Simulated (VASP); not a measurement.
```
CELL_PARAMETERS angstrom
     -1.65000     1.65000     1.65000
      1.65000    -1.65000     1.65000
      1.65000     1.65000    -1.65000
ATOMIC_POSITIONS crystal
  Ta 0.00000 0.00000 0.00000
```

Level of theory: PBE GGA, VASP's PBE PAW potentials (set 64) (plane waves; VASP). Settings: 400 eV cut-off, 14×14×14 Γ-centred mesh, Fermi-Dirac smearing of 0.020 eV, potentials Ta_pv.

Give the stress tensor in GPa (positive for a compressed cell).

```
3.65  0.00  0.00
0.00  3.65  0.00
0.00  0.00  3.65
```
The pressure is its mean diagonal, 3.65 GPa.

The compound is Ta in the bcc structure. The cell was not relaxed at this level. The run is one of a series of settings (ISMEAR = -1, SIGMA = 0.02 against the base run), some of them coarse on purpose.
